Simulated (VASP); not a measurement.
```
Al2Pt
1.0
    0.00000     2.98486     2.98486
    2.98486     0.00000     2.98486
    2.98486     2.98486     0.00000
Al Pt
2 1
Direct
  0.25000   0.25000   0.25000
  0.75000   0.75000   0.75000
  0.00000   0.00000   0.00000
```

Computed with PBE GGA, VASP's PBE PAW potentials (set 64) (plane waves; VASP). Settings: 300 eV cut-off, 7×7×7 Γ-centred mesh, Gaussian smearing of 0.14 eV, potentials Al Pt.

At this cut-off the stress carries a Pulay error, which pulls relaxed volumes low. Unless said otherwise, spin-orbit coupling is left out, though it shifts the bands of the heavy elements here.

Question: Predict the energy per atom (σ→0), pressure, band gap (on the k-mesh) with the smallest direct gap where there is one.

Answer: 
| Item | Result |
|---|---|
| band gap (on the k-mesh) | none (metal, semimetal or under 0.01 eV) |
| energy per atom (σ→0) | -5.414 eV/atom |
| pressure | -1.81 GPa |

The structure comes from a computed database's Al2Pt entry; how it stands against other phases isn't given here. The cell was not relaxed at this level.
